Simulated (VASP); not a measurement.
```
In
1.0
   -1.64309     1.64309     2.53342
    1.64309    -1.64309     2.53342
    1.64309     1.64309    -2.53342
In
1
Cartesian
  0.00000   0.00000   5.06684
```

All values below come from PBE GGA, VASP's PBE PAW potentials (set 64) (plane waves; VASP). Run with 480 eV cut-off, 14×14×14 Γ-centred mesh, first-order Methfessel-Paxton smearing of 0.10 eV, potentials In_d.

Energy and stress use the plane-wave basis of the starting cell.

Problem. The ions, cell shape and volume at an external pressure of 15.0 GPa are relaxed. Give the cell that the relaxation ends in.

Solution. 
```
In
1.0
   -1.52576     1.52576     2.34163
    1.52576    -1.52576     2.34163
    1.52576     1.52576    -2.34163
In
1
Direct
  0.00000   0.00000   0.00000
```
Space group I4/mmm (139), at a tolerance of 0.03 Å.

Problem. How do energy and volume change from the first to the last step?

Solution. The energy (σ→0) changes by +207.0 meV/atom and the volume by -20.3 %, in 9 ionic steps.

The compound is In in the bct structure. This run relaxes it under an external pressure of 15 GPa. Symmetry was kept, so distortions that lower it aren't found.
